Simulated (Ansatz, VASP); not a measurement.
**CrTeSe (2H-CrSeTe monolayer): VASP beside Ansatz**

Wanted: the spread between two codes on one cell, functional and k mesh. The structure shown is the start of the Ansatz relaxation below; VASP solves that cell, so the two are compared at the walk's first step.

Calculated with Ansatz 0.2.0; plane waves, with VASP 6.6.1 beside it; single point at PBE with D3(BJ).

### Step 1. The starting structure

The cell holds 3 atoms: 1 Te, 1 Cr and 1 Se. Its edges and angles: a = 3.450 Å, b = 3.450 Å, c = 37.412 Å, α = 90.0°, β = 90.0°, γ = 120.0°. Vacuum lies along c.

As a file:

```cif
data_structure
_symmetry_space_group_name_H-M 'P 1'
_symmetry_Int_Tables_number 1
_cell_length_a 3.4500
_cell_length_b 3.4500
_cell_length_c 37.4117
_cell_angle_alpha 90.000
_cell_angle_beta 90.000
_cell_angle_gamma 120.000
_cell_volume 385.63
loop_
_atom_site_label
_atom_site_type_symbol
_atom_site_fract_x
_atom_site_fract_y
_atom_site_fract_z
_atom_site_occupancy
Te1 Te 0.33333 0.66667 0.45708 1
Cr2 Cr 0.00000 0.00000 0.50384 1
Se3 Se 0.33333 0.66667 0.54292 1
```

### Step 2. Ansatz: relaxation, PBE with D3(BJ)

Ansatz runs on its default PAW (the set named soft_2) files.

The two programs are compared at the cell with which this relaxation starts, whose forces are those of its first step.

Contents of input.yaml:

```yaml
crystal:
  lattice:
    - [3.45, 0.0, 0.0]
    - [-1.725, 2.9877876431, 0.0]
    - [0.0, 0.0, 37.4116783408]
  atoms:
    - { symbol: Te, position: [0.3333333333, 0.6666666667, 0.4570765269] }
    - { symbol: Cr, position: [0.0, 0.0, 0.5038365676] }
    - { symbol: Se, position: [0.3333333333, 0.6666666667, 0.5429234731] }
  periodic: [true, true, false]
kpoints:
  mp_grid: { grid: [12, 12, 1] }
hamiltonian:
  xc: pbe
  dispersion: d3bj
scf:
  occupations: { method: fermi_dirac, width: 0.05 }
  convergence: { dr2_threshold: 1.0e-09 }
relax:
  f_tol: 0.004
  max_steps: 90
  cell: {}
output:
  write_potential: true
  write_density: true
  volumetric_format: npy
```

The run is started by

```
ansatz run input.yaml --threads 4 --pin off --max-ram 12288MiB --backend cpu --events-out ev --progress --plain --runs-dir out
```

Numbers of over 12 decimals in the logs are rounded to 6 here.

What it wrote:

```text
Warning: relax.cell: scf.convergence.dr2_threshold = 1e-9 eV is looser than the 1.71872055839e-10 eV advised for a relaxation that steers and ends on the stress (1e-10 eV for each atom of the cell: 3, times the square of relax.cell.stress_2d_tol = 0.05 N/m over 13.2 Å (the atoms' height at the walk's start and 5 Å past either face), 3.785e-2 GPa, over a crystal's default 0.05). What an SCF threshold leaves in a stress goes as its square root, and in the free energy as the threshold itself, and one threshold admits the most on a small cell: [figures from the program's tests cut] Set scf.convergence.dr2_threshold to 1.71872055839e-10 eV or tighter. [rest of the remark cut]
Engine: ansatz 0.2.0, aarch64-unknown-linux-gnu
Pseudopotentials: kind: paw
Pseudopotential: Te, paw, valence charge 16, recommended cutoff 420 eV (normal), Te.paw.azcp
Pseudopotential: Cr, paw, valence charge 14, recommended cutoff 420 eV (normal), Cr.paw.azcp
Pseudopotential: Se, paw, valence charge 16, recommended cutoff 420 eV (normal), Se.paw.azcp
Functional definition: PBE
  parameter kappa = 0.804
  parameter beta = 0.066725
  exchange = pbe_x(kappa = kappa, mu = beta*pi^2/3)
  correlation = pbe_c(beta = beta)
Crystal: 3 atoms, lattice volume = 385.635 Å³
Basis set: ecut = 420 eV, 7493 PW (Γ), exchange–correlation on 48×48×512 points (8 copies of the dense FFT grid, shifted against one another)
Bands: 28, of which v1, the nominal top of the filled ones, is band 23 counted from 1 (22 counted from 0)
Symmetry: 6 space group operations
Space group: P3m1 (ITA 156), of the structure as read, at distance tolerance 7.3e-5 Å
k-points: 19 of 144 (time reversal used)
Non-local potential: Te, projectors of the file, l = 0: 2, l = 1: 2, l = 2: 2, l = 3: 2
Non-local potential: Cr, projectors of the file, l = 0: 3, l = 1: 2, l = 2: 3, l = 3: 1
Non-local potential: Se, projectors of the file, l = 0: 2, l = 1: 2, l = 2: 3, l = 3: 1
PAW form: soft (Blöchl's): semilocal exchange-correlation on the pseudo side does not see the compensation charge
PAW one-centre angular grid: Te, 590 points (default); XC on 64 Gauss nodes
PAW one-centre angular grid: Cr, 590 points (default); XC on 64 Gauss nodes
PAW one-centre angular grid: Se, 590 points (default); XC on 64 Gauss nodes
Initial density: superposition of atomic densities (neutral atoms: chi_scale 0, normalization atom), corrected by the library's trained network
Initial wavefunctions: pseudopotential atomic-orbital guess
Functional: x = pbe(κ = 0.804, μ = 0.219515), c = pbe(β = 0.066725)
SCF iter   1: F=—  HF=-15828.427864 eV  |F-HF|=—  |Δ(HF+E_count)|=         —  Δρ=1.79e-3  dr2=1.30e-2  ethr=1.77e-3  ⟨swp⟩=15.6  Hψ=3718  notcnv=0
preconditioner: auto → LDOS  [insulator: Δε(μ)=0.289 eV  Ē_g=6.835 eV  σ=0.050 eV  W_gap=0.89  n_scr=22 (ndim 8)  ℏωp=8.0 eV  f_vac=0.805  D(μ)=0.14/eV (n_scr^D=2)  ε∞_Penn≈2.4  β→1.0]
SCF iter   2: F=—  HF=-15828.430767 eV  |F-HF|=—  |Δ(HF+E_count)|=   2.90e-3  Δρ=2.72e-3  dr2=5.32e-2  ethr=2.83e-5  ⟨swp⟩=4.4  Hψ=1627  notcnv=0  defer=3
SCF iter   3: F=—  HF=-15828.431418 eV  |F-HF|=—  |Δ(HF+E_count)|=   6.50e-4  Δρ=3.36e-3  dr2=8.10e-2  ethr=2.83e-5  ⟨swp⟩=3.5  Hψ=1109  notcnv=0  defer=3
SCF iter   4: F=—  HF=-15828.428180 eV  |F-HF|=—  |Δ(HF+E_count)|=   3.24e-3  Δρ=2.24e-3  dr2=3.38e-2  ethr=2.83e-5  ⟨swp⟩=2.1  Hψ=612  notcnv=0  defer=3
SCF iter   5: F=—  HF=-15828.425976 eV  |F-HF|=—  |Δ(HF+E_count)|=   2.20e-3  Δρ=4.17e-4  dr2=2.24e-3  ethr=2.83e-5  ⟨swp⟩=2.6  Hψ=734  notcnv=0  defer=3
SCF iter   6: F=—  HF=-15828.425786 eV  |F-HF|=—  |Δ(HF+E_count)|=   1.90e-4  Δρ=8.24e-5  dr2=4.44e-5  ethr=4.87e-6  ⟨swp⟩=2.1  Hψ=720  notcnv=0  defer=3
SCF iter   7: F=—  HF=-15828.425790 eV  |F-HF|=—  |Δ(HF+E_count)|=   4.21e-6  Δρ=1.38e-5  dr2=1.09e-6  ethr=9.65e-8  ⟨swp⟩=3.1  Hψ=887  notcnv=0  defer=3
SCF iter   8: F=—  HF=-15828.425787 eV  |F-HF|=—  |Δ(HF+E_count)|=   3.01e-6  Δρ=5.29e-6  dr2=1.54e-7  ethr=2.37e-9  ⟨swp⟩=4.6  Hψ=1336  notcnv=0  defer=3
SCF iter   9: F=—  HF=-15828.425787 eV  |F-HF|=—  |Δ(HF+E_count)|=   4.07e-7  Δρ=1.47e-6  dr2=7.71e-9  ethr=3.34e-10  ⟨swp⟩=3.3  Hψ=933  notcnv=0  defer=3
SCF iter  10: F=-15828.425787 eV  HF=-15828.425787 eV  |F-HF|=5.74e-9  |Δ(HF+E_count)|=   4.60e-8  Δρ=4.98e-7  dr2=9.60e-10  ethr=2.17e-12  ⟨swp⟩=10.8  Hψ=4564  notcnv=0
[...]
iter 1 solved again at ethr=7.85e-6 eV; its pass at ethr=3.10e-3 eV (dr2=3.61e-3 eV) is discarded
SCF iter   1: F=—  HF=-15828.545507 eV  |F-HF|=—  |Δ(HF+E_count)|=         —  Δρ=5.47e-5  dr2=3.11e-7  ethr=7.85e-6  ⟨swp⟩=4.6  Hψ=5119  notcnv=0
eigensolver tolerance schedule: the retry pair's looser diagonalisation over-reported the residual by 11598.74 of it (diagonalisation noise at an unbounded share of the residual, at the tolerance the schedule requests for it); recorded, not acted on — ethr = c·dr2/N_el stays at c = 1.0e-1
preconditioner: auto → Resta (q_TF=auto, 1.914 Å⁻¹)  ε∞=2.4  [insulator: Δε(μ)=0.393 eV  Ē_g=6.714 eV  σ=0.050 eV  W_gap=0.96  n_scr=22 (ndim 8)  ℏωp=8.0 eV  f_vac=0.802  D(μ)=0.06/eV (n_scr^D=0)  ε∞_Penn≈2.4  vacuum switching on, ρ_ref=3.3e-3 e/Å³]
SCF iter   2: F=—  HF=-15828.546572 eV  |F-HF|=—  |Δ(HF+E_count)|=   1.06e-3  Δρ=3.01e-5  dr2=1.02e-6  ethr=6.77e-10  ⟨swp⟩=6.0  Hψ=1880  notcnv=0
SCF iter   3: F=—  HF=-15828.546815 eV  |F-HF|=—  |Δ(HF+E_count)|=   2.43e-4  Δρ=2.82e-5  dr2=2.83e-6  ethr=6.77e-10  ⟨swp⟩=3.0  Hψ=923  notcnv=0  recentre
SCF iter   4: F=—  HF=-15828.547127 eV  |F-HF|=—  |Δ(HF+E_count)|=   3.13e-4  Δρ=7.90e-6  dr2=2.62e-8  ethr=6.77e-10  ⟨swp⟩=3.3  Hψ=859  notcnv=0
SCF iter   5: F=—  HF=-15828.547226 eV  |F-HF|=—  |Δ(HF+E_count)|=   9.92e-5  Δρ=2.63e-6  dr2=2.63e-8  ethr=5.70e-11  ⟨swp⟩=3.7  Hψ=905  notcnv=0
SCF iter   6: F=-15828.547247 eV  HF=-15828.547247 eV  |F-HF|=2.83e-7  |Δ(HF+E_count)|=   2.07e-5  Δρ=3.43e-7  dr2=2.73e-10  ethr=2.17e-12  ⟨swp⟩=17.2  Hψ=4836  notcnv=0
WARN: dispersion: an atom stands within reach of a switch of its C6 between two reference coordination numbers of its element: through that C6 alone, e_disp changes by 0.025 eV or more while the distances to its neighbours run over a stretch of 0.05 Å that contains this geometry (sites counted from 0 in the run's list of atoms or, in a supercell that it derives, in that cell's: here a list of 3) — site 1 (Cr): coordination number 6.180 (about 5.95 to 6.41 with every neighbour 0.05 Å farther or nearer), switch near 6.223 between the references 1.827 (weight 0.95) and 10.619 (weight 0.05), e_disp changing by some 0.19 eV. [rest of the remark cut]
SCF 20 converged in 6 iterations: F = -15828.547247 eV  dr2 = 2.73e-10
relax step  20: F+E_penalty+E_count = -15828.54724745 eV  Δ(F+E_penalty+E_count) = -1.317e-5 eV  max|allowed force component| = 6.349e-4 eV/Å  Δτ_max = 0.0000 Å  P = -0.003 N/m  Ω = 385.988 Å³  fix = [c, alpha, beta]  reactions: c -0.000 N/m  stress off target by 2.66e-3 N/m on what of the cell is left free  SCF on the basis re-selected at this cell (its energy is not comparable with the rows above)  (6 SCF iters)
basis re-selected at this cell: Δ(F+E_penalty+E_count) = -1.317e-5 eV, ΔP = -0.000 N/m vs the last step (what re-selecting the basis moved, of the pressure what is left beyond the Pulay correction that the steps carried, after the strain that the cell walked since its last selection, with what the two solves' SCF thresholds leave and, on support functions, any second-order correction that the steps lacked; it is no m [...]
WARN: The output density's exchange-correlation potential varies sharply where the density is thin. Do not read a vacuum level from v_tot or v_xc, or from such a field of the output density. On a cell that repeats whose density bears no net charge and no dipole along the vacuum's axis use v_es (v_loc + v_h of the components); under efield.dipole_correction with no amplitude use v_es + v_field, which holds any externa [...]
SCF converged after 6 iterations
Free energy (F): -15828.547247 eV
Harris-Foulkes:  -15828.547247 eV  (|F-HF|=2.83e-7)
Internal energy: -15828.546370 eV  (E = F + TS)
E sigma→0 (E₀):  -15828.546809 eV
Entropy (-TS):   -0.000877 eV (-0.292 meV/atom)
Fermi energy:    -4.797178 eV
--- Per-component energies (eV) ---
  E_band       = -1554.682907
  E_kinetic    = 640.282865
  E_local      = -147533.181766  (includes V_loc(G=0)·N_el)
  E_nonlocal   = -826.008151
  E_hartree    = 73472.540950
  E_xc         = -366.971896
  E_vxc        = -378.858597  (∫ρ·V_xc dr)
  E_paw        = -7769.565326  (= ΣΔE_a)
  E_vpaw       = -401.999760  (= ΣTr[D̂ρ^β])
  E_aug_tail   = -0.000411  (compensation charges beyond the density's cutoff)
  E_ewald      = 66555.442898
  E_disp       = -1.085533  (pairwise vdW)
  E_smearing   = -0.000877  (= −TS)
  E_closure    = -0.000000  (closes the sum)
  Σ components = -15828.547247   (vs F -15828.547247, Δ=0.00e0)
--- Forces (eV/Å), atoms counted from 1 ---
  atom   1  Te     0.00000000    -0.00000000     0.00052661
  atom   2  Cr    -0.00000000     0.00000000     0.00010772
  atom   3  Se     0.00000000    -0.00000000    -0.00063512
  max |Σ_I F_I| component: 7.93e-7 eV/Å
--- 2D stress c σ (N/m, compression-positive) ---
       -0.002664       0.000000      -0.000000
        0.000000      -0.002664      -0.000000
       -0.000000      -0.000000      -0.000000
  P = ½ c Tr σ = -0.0027 N/m
--- Band table (eV; the first three rows and the last of 19) ---
  k-point 0: bands = [... 19 lower, -6.7233, -5.7794, -5.7794, -5.0033, -2.7737, -2.7737, -2.0399, -2.0399, ... 1 higher]
  k-point 1: bands = [... 19 lower, -6.6822, -5.8640, -5.8513, -5.0242, -3.0807, -2.8261, -2.6264, -2.1651, ... 1 higher]
  k-point 2: bands = [... 19 lower, -6.6763, -6.1199, -5.9980, -5.1533, -3.5993, -3.4340, -3.0934, -2.3206, ... 1 higher]
  k-point 18: bands = [... 19 lower, -8.1541, -8.1160, -6.3886, -5.1664, -4.6106, -3.6850, -3.6799, -2.3468, ... 1 higher]
  the weakly bound empty levels are not read free of the cell's end (no_gap_told)
--- Relaxed structure (19 steps of the walk, 13 accepted, 1 SCFs on fresh bases) ---
  F+E_penalty+E_count = -15828.54724745 eV   max|allowed force component| = 6.349e-4 eV/Å   (the final SCF, on the basis selected at the relaxed cell)
  cell:  # Å, volume = 385.9876 Å³
    - [3.451579, 0.0, 0]
    - [-1.725789, 2.989155, 0]
    - [0, 0, 37.4116783408]
  atoms:
    - { symbol: Te, position: [0.333333, 0.666667, 0.456111] }
    - { symbol: Cr, position: [0, -2.8783559898885975e-17, 0.503768] }
    - { symbol: Se, position: [0.333333, 0.666667, 0.543958] }
```

In the SCF lines HF is the Harris–Foulkes energy and dr2 the Hartree energy of the density residual, in eV; the loop may stop once dr2 is under the threshold and the program's other checks hold. Hψ counts applications of the Hamiltonian.

[end of part 1 of 2]

[Lines on the potential files, build, host, timing and source positions are cut from VASP's logs without a mark.]

[Logs are printed without paths, hosts, clocks, repeated set-up lines and the standing remarks that a program may print on its own settings, such as how far it seeks lower states.]

[Hosts, paths, dates, database ids (printed as entryN), source tags and the programs' standing remarks are cut or masked in the printed files.]
